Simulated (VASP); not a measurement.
Crystal: Pt.

```
Pt
1.0
     0.00000    1.96090    1.96090
     1.96090    0.00000    1.96090
     1.96090    1.96090    0.00000
Pt
1
Direct
  0.00000 0.00000 0.00000
```

- Program: VASP 6.6.1
- Task: relaxation of cell and atoms
- Functional: rev-vdW-DF2
- Potentials or basis: VASP PAW PBE potentials, release 64 (Pt)
- Cutoff: 600 eV
- k mesh: 16 × 16 × 16
- Occupations: methfessel-paxton, width 0.1 eV
- Spin: no spin polarisation

At the start: pressure 5.9 GPa; volume 15.08 Å³/atom.

Q: Where does the relaxation end?

A: Over 4 steps the energy falls by 5.7 meV/atom and the volume is 15.40 Å³/atom (+2.1 %); space group Fm-3m (No. 225, to 0.05 Å).

Step by step:
| step | energy change (eV) | largest force (eV/Å) | pressure (GPa) | volume (Å³) |
| --- | --- | --- | --- | --- |
| 1 | 0.0000 | 0.0000 | 5.91 | 15.08 |
| 2 | 0.0355 | 0.0000 | -13.34 | 16.33 |
| 3 | -0.0057 | 0.0000 | -0.12 | 15.41 |
| 4 | -0.0057 | 0.0000 | -0.01 | 15.40 |

Final structure:
```
Pt
1.0
     0.00000    1.97463    1.97463
     1.97463    0.00000    1.97463
     1.97463    1.97463    0.00000
Pt
1
Cartesian
  0.0000 0.0000 0.0000
```

Caveat: the PAW data sets were made with another functional, which shifts forces and pressure a little.
